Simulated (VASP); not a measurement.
OSZICAR of a VASP run on AlInSb2 (space group P-4m2):

### OSZICAR
```
       N       E                     dE             d eps       ncg     rms          rms(c)
DAV:   1     0.171307787825E+03    0.17131E+03   -0.87553E+03  1020   0.113E+03
DAV:   2     0.103452192125E+01   -0.17027E+03   -0.16538E+03  1088   0.301E+02
DAV:   3    -0.162269179297E+02   -0.17261E+02   -0.16764E+02  1282   0.113E+02
DAV:   4    -0.169136261509E+02   -0.68671E+00   -0.68431E+00  1204   0.257E+01
DAV:   5    -0.169499968687E+02   -0.36371E-01   -0.36363E-01  1662   0.564E+00    0.582E+00
DAV:   6    -0.167203894022E+02    0.22961E+00   -0.35441E-01  1420   0.865E+00    0.347E+00
DAV:   7    -0.166678734514E+02    0.52516E-01   -0.16258E-01  1558   0.309E+00    0.188E+00
DAV:   8    -0.166647723135E+02    0.31011E-02   -0.95142E-03  1278   0.633E-01    0.710E-01
DAV:   9    -0.166642259541E+02    0.54636E-03   -0.53580E-03  1386   0.102E+00    0.333E-01
DAV:  10    -0.166646294608E+02   -0.40351E-03   -0.76431E-04  1156   0.274E-01    0.535E-02
DAV:  11    -0.166647067424E+02   -0.77282E-04   -0.70331E-05  1368   0.736E-02    0.193E-02
DAV:  12    -0.166647194760E+02   -0.12734E-04   -0.19122E-05  1148   0.336E-02    0.212E-02
DAV:  13    -0.166647196583E+02   -0.18230E-06   -0.12454E-06  1068   0.102E-02
   1 F= -.16664720E+02 E0= -.16664720E+02  d E =-.227472E-06  mag=    -0.0000    -0.0000     0.0000
       N       E                     dE             ncg
       N       E                     dE             ncg
       N       E                     dE             ncg
```

### Question
Which electronic solver shows in the log?

### Answer
It is blocked Davidson (ALGO = Normal, or the opening steps of other solvers). The INCAR had ALGO = Normal.

### Question
How was spin treated?

### Answer
With non-collinear spinors: mag has three components.

### Question
Can the final energy be trusted as converged?

### Answer
Self-consistency was reached. It stopped with EDIFF = 1E-6, NELM = 100 (PBEsol GGA with spin-orbit coupling, plane waves, VASP's PBE PAW potentials (set 64)).

The structure comes from a computed database's AlInSb2 entry (P-4m2); how it stands against other phases isn't given here. It was relaxed first.
